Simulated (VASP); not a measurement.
Calculation: optB86b-vdW, VASP's PBE PAW potentials (set 64) (plane waves; VASP).

A VASP calculation is set up with these files.

**INCAR**
```
SYSTEM  =  BaTiO3
PREC  =  Accurate; ENCUT  =  520; LREAL  =  .FALSE.
LASPH  =  .TRUE.
EDIFF  =  1E-7; NELM  =  100; ALGO  =  Normal
LMAXMIX  =  4
ISMEAR  =  0; SIGMA  =  0.05
GGA  =  MK; LUSE_VDW  =  .TRUE.; AGGAC  =  0.0
PARAM1  =  0.1234; PARAM2  =  1.0
ISIF  =  2
LWAVE  =  .FALSE.; LCHARG  =  .FALSE.
```

### KPOINTS
```
Automatic mesh
0
Gamma
6 6 6
0 0 0
```

File POSCAR:
```
BaTiO3
7.8503460
  0.4999999798   0.0000000000   0.0000000000
  0.0000000000   0.4999999798   0.0000000000
  0.0000000000   0.0000000000   0.4999999798
Ba Ti O
1 1 3
Direct
  0.0000000000   0.0000000000   0.0000000000
  0.5000000000   0.5000000000   0.5000000000
  0.5000000000   0.0000000000   0.5000000000
  0.0000000000   0.5000000000   0.5000000000
  0.5000000000   0.5000000000   0.0000000000
```

POTCAR, in this order: Ba_sv Ti_sv O (PBE.64 set). Program: vasp_std.

What VASP printed:

File OUTCAR:
```
 ion  position               nearest neighbor table
   1  0.000  0.000  0.000-   3 2.78   4 2.78   5 2.78   3 2.78   4 2.78   4 2.78   5 2.78   4 2.78
                             3 2.78   5 2.78   3 2.78   5 2.78   2 3.40   2 3.40   2 3.40   2 3.40
   2  0.500  0.500  0.500-   3 1.96   4 1.96   5 1.96   5 1.96   3 1.96   4 1.96   1 3.40   1 3.40
                             1 3.40   1 3.40   1 3.40   1 3.40   1 3.40   1 3.40
   3  0.500  0.000  0.500-   2 1.96   2 1.96   1 2.78   1 2.78   1 2.78   1 2.78
   4  0.000  0.500  0.500-   2 1.96   2 1.96   1 2.78   1 2.78   1 2.78   1 2.78
   5  0.500  0.500  0.000-   2 1.96   2 1.96   1 2.78   1 2.78   1 2.78   1 2.78
  LATTYP: Found a simple cubic cell.
 ALAT       =     3.9251728417
 Subroutine PRICEL returns:
 Original cell was already a primitive cell.
 Subroutine GETGRP returns: Found 48 space group operations
The static configuration has the point symmetry O_h .
The dynamic configuration has the point symmetry O_h .
 Subroutine INISYM returns: Found 48 space group operations
 Subroutine IBZKPT returns following result:
 Found     20 irreducible k-points:

 Following reciprocal coordinates:
            Coordinates               Weight
  0.000000  0.000000  0.000000      1.000000
  0.166667  0.000000  0.000000      6.000000
  0.333333  0.000000  0.000000      6.000000
  0.500000  0.000000  0.000000      3.000000
  0.166667  0.166667  0.000000     12.000000
  0.333333  0.166667  0.000000     24.000000
  0.500000  0.166667  0.000000     12.000000
  0.333333  0.333333  0.000000     12.000000
  0.500000  0.333333  0.000000     12.000000
  0.500000  0.500000  0.000000      3.000000
  0.166667  0.166667  0.166667      8.000000
  0.333333  0.166667  0.166667     24.000000
  0.500000  0.166667  0.166667     12.000000
  0.333333  0.333333  0.166667     24.000000
  0.500000  0.333333  0.166667     24.000000
  0.500000  0.500000  0.166667      6.000000
  0.333333  0.333333  0.333333      8.000000
  0.500000  0.333333  0.333333     12.000000
  0.500000  0.500000  0.333333      6.000000
  0.500000  0.500000  0.500000      1.000000
   k-points           NKPTS =     20   k-points in BZ     NKDIM =     20   number of bands    NBANDS=     24
   number of dos      NEDOS =    301   number of ions     NIONS =      5
   total plane-waves  NPLWV =  27000
   dimension x,y,z NGX =    30 NGY =   30 NGZ =   30
   dimension x,y,z NGXF=    60 NGYF=   60 NGZF=   60
   ions per type =               1   1   3
   PREC   = accura    normal or accurate (medium, high low for compatibility)
   ISTART =      0    job   : 0-new  1-cont  2-samecut
   ICHARG =      2    charge: 1-file 2-atom 10-const
   ISPIN  =      1    spin polarized calculation?
   LNONCOLLINEAR =      F non collinear calculations
   LSORBIT =      F    spin-orbit coupling
   INIWAV =      1    electr: 0-lowe 1-rand  2-diag
   ENCUT  =  520.0 eV  38.22 Ry    6.18 a.u.   7.30  7.30  7.30*2*pi/ulx,y,z
   NELM   =    100;   NELMIN=  2; NELMDL= -5     # of ELM steps
   EDIFF  = 0.1E-06   stopping-criterion for ELM
   LREAL  =      F    real-space projection
   NLSPLINE    = F    spline interpolate recip. space projectors
   LMAXMIX     =    4 max onsite mixed and CHGCAR
   VOSKOWN=      0    Vosko Wilk Nusair interpolation
   EDIFFG = 0.1E-05   stopping-criterion for IOM
   NSW    =      0    number of steps for IOM
   NBLOCK =      1;   KBLOCK =      1    inner block; outer block
   IBRION =     -1    ionic relax: 0-MD 1-quasi-New 2-CG
   NFREE  =      0    steps in history (QN), initial steepest desc. (CG)
   ISIF   =      2    stress and relaxation
   ISYM   =      2    0-nonsym 1-usesym 2-fastsym
   TEIN   =    0.0    initial temperature
   TEBEG  =    0.0;   TEEND  =   0.0 temperature during run
   SMASS  =  -3.00    Nose mass-parameter (am)
   PSTRESS=    0.0 pullay stress
   NELECT =      40.0000    total number of electrons
   EFERMI =   0.00;   METHOD = LEGACY
   ISMEAR =     0;   SIGMA  =   0.05  broadening in eV -4-tet -1-fermi 0-gaus
...
```

### OSZICAR
```
       N       E                     dE             d eps       ncg     rms          rms(c)
DAV:   1     0.481645258696E+03    0.48165E+03   -0.21294E+04   960   0.182E+03
DAV:   2     0.662714653688E+01   -0.47502E+03   -0.46611E+03  1200   0.504E+02
DAV:   3    -0.396406505834E+02   -0.46268E+02   -0.46141E+02  1384   0.151E+02
DAV:   4    -0.416502963980E+02   -0.20096E+01   -0.20086E+01  1344   0.284E+01
DAV:   5    -0.417171611454E+02   -0.66865E-01   -0.66862E-01  1344   0.388E+00    0.250E+01
DAV:   6    -0.309923416958E+02    0.10725E+02   -0.70363E+01  1400   0.801E+01    0.103E+01
DAV:   7    -0.310625268588E+02   -0.70185E-01   -0.98803E+00  1200   0.236E+01    0.695E+00
DAV:   8    -0.309684465770E+02    0.94080E-01   -0.12511E+00  1296   0.112E+01    0.235E+00
DAV:   9    -0.309723224020E+02   -0.38758E-02   -0.21307E-01  1120   0.377E+00    0.906E-01
DAV:  10    -0.309707831129E+02    0.15393E-02   -0.87649E-02  1312   0.224E+00    0.712E-01
DAV:  11    -0.309656208378E+02    0.51623E-02   -0.45128E-02  1368   0.168E+00    0.169E-01
DAV:  12    -0.309651665400E+02    0.45430E-03   -0.32599E-03  1192   0.562E-01    0.426E-02
DAV:  13    -0.309652488893E+02   -0.82349E-04   -0.68860E-04  1384   0.230E-01    0.702E-02
DAV:  14    -0.309651792982E+02    0.69591E-04   -0.30945E-04  1304   0.129E-01    0.106E-02
DAV:  15    -0.309651807187E+02   -0.14205E-05   -0.13787E-05  1208   0.298E-02    0.113E-02
DAV:  16    -0.309651794417E+02    0.12770E-05   -0.53200E-06  1336   0.192E-02    0.381E-03
DAV:  17    -0.309651793741E+02    0.67633E-07   -0.54257E-07  1200   0.524E-03
   1 F= -.30965179E+02 E0= -.30965179E+02  d E =-.136891E-16
```

### OUTCAR
```
------------------------ aborting loop because EDIFF is reached ----------------------------------------
  FORCE on cell =-STRESS in cart. coord.  units (eV):
  Direction    XX          YY          ZZ          XY          YZ          ZX
  --------------------------------------------------------------------------------------
  Total        4.6688422      4.6688422      4.6688422     -0.0000000     -0.0000000      0.0000000
  in kB      123.6925159    123.6925159    123.6925159     -0.0000000     -0.0000000      0.0000000
  external PRESSURE =     123.6925159 kB  Pullay stress =       0.0000000 kB
  volume of cell :       60.48
      direct lattice vectors                 reciprocal lattice vectors
     3.925172842  0.000000000  0.000000000     0.254765851  0.000000000  0.000000000
     0.000000000  3.925172842  0.000000000     0.000000000  0.254765851  0.000000000
     0.000000000  0.000000000  3.925172842     0.000000000  0.000000000  0.254765851
 POSITION                                       TOTAL-FORCE (eV/Angst)
 -----------------------------------------------------------------------------------
      0.00000      0.00000      0.00000         0.000000      0.000000      0.000000
      1.96259      1.96259      1.96259         0.000000      0.000000      0.000000
      1.96259      0.00000      1.96259         0.000000      0.000000      0.000000
      0.00000      1.96259      1.96259         0.000000      0.000000      0.000000
      1.96259      1.96259      0.00000         0.000000      0.000000      0.000000
 -----------------------------------------------------------------------------------
    total drift:                                0.000000      0.000000     -0.000000
  FREE ENERGIE OF THE ION-ELECTRON SYSTEM (eV)
  ---------------------------------------------------
  free  energy   TOTEN  =       -30.9651793741 eV

  energy  without entropy=      -30.9651793741  energy(sigma->0) =      -30.96517937
```
(Selected blocks of OUTCAR.)

The compound is BaTiO3 in the cubic perovskite structure, the ideal cubic form; the compound distorts at low or room temperature. This cell is one point of a volume scan, at 0.94 of the reference volume.
